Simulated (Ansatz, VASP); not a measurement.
# Zn2C: VASP beside Ansatz

POSCAR

```
Zn2C
1.0
    0.0000000000      2.6411087890      2.5779490376
    2.6411087890      0.0000000000      2.5779490376
    2.6411087890      2.6411087890      0.0000000000
C Zn
1 2
Direct
    0.0000000000      0.0000000000      0.0000000000
    0.2500000000      0.2500000000      0.2500000000
    0.7500000000      0.7500000000      0.7500000000
```

Contents of INCAR.step1:

```
ALGO = Normal
EDIFF = 1E-4
ENCUT = 520
GGA = PE
ISMEAR = -1
LASPH = True
LCHARG = False
LREAL = False
LWAVE = True
NBANDS = 21
NELM = 60
PREC = Accurate
SIGMA = 0.02
```

File INCAR.step2:

```
ALGO = Normal
EDIFF = 1E-7
ENCUT = 520
ISIF = 2
ISMEAR = -1
ISTART = 1
LASPH = True
LCHARG = False
LMIXTAU = True
LREAL = False
LWAVE = False
METAGGA = R2SCAN
NBANDS = 21
NELM = 60
PREC = Accurate
SIGMA = 0.02
```

KPOINTS

```
k-points
0
Gamma
  8 8 8
```

Input for Ansatz:

```yaml
crystal:
  lattice:
    - [0.0, 2.641108789, 2.5779490376]
    - [2.641108789, 0.0, 2.5779490376]
    - [2.641108789, 2.641108789, 0.0]
  atoms:
    - { symbol: C, position: [0.0, 0.0, 0.0] }
    - { symbol: Zn, position: [0.25, 0.25, 0.25] }
    - { symbol: Zn, position: [0.75, 0.75, 0.75] }
kpoints:
  mp_grid: { grid: [8, 8, 8] }
  band_path:
    path:
      - [0.0, 0.0, 0.0]
      - [0.5, 0.0, 0.5]
      - [0.625, 0.25, 0.625]
      - [0.375, 0.375, 0.75]
      - [0.5, 0.5, 0.5]
      - [0.5, 0.25, 0.75]
      - [-0.016602, -0.000488, -0.01709]
      - [-0.013184, -0.011393, -0.024577]
    npoints: 1
hamiltonian:
  xc: r2scan
scf:
  occupations: { method: fermi_dirac, width: 0.02 }
  n_extra_bands: 4
output:
  forces: true
  stress: true
  eigenvalues: true
  write_density: true
  write_potential: true
  elf: true
  volumetric_format: npy
```

Change from the starting cell: biaxial_xy strain +2.5%.

Alike in both runs: task single point; functional r2SCAN; k mesh 8 × 8 × 8; occupations fermi-dirac, width 0.02 eV; no spin polarisation.

```csv
,VASP,Ansatz
version,VASP 6.6.1,Ansatz 0.2.0
potentials or method,"VASP PAW PBE potentials, release 64 (C, Zn)","plane waves, PAW"
plane-wave cutoff (eV),520,500
valence electrons in the cell,28,28
```

```csv
,VASP,Ansatz,Ansatz less VASP
pressure (GPa),-5.7,-6.3,-0.56
largest component of the traceless stress (GPa),3.65,3.55,-0.101
```

With one functional, cell and mesh, what is left measures potentials, basis and numerics.

Caveats: the PAW data sets were made with another functional, which shifts forces and pressure a little (VASP).
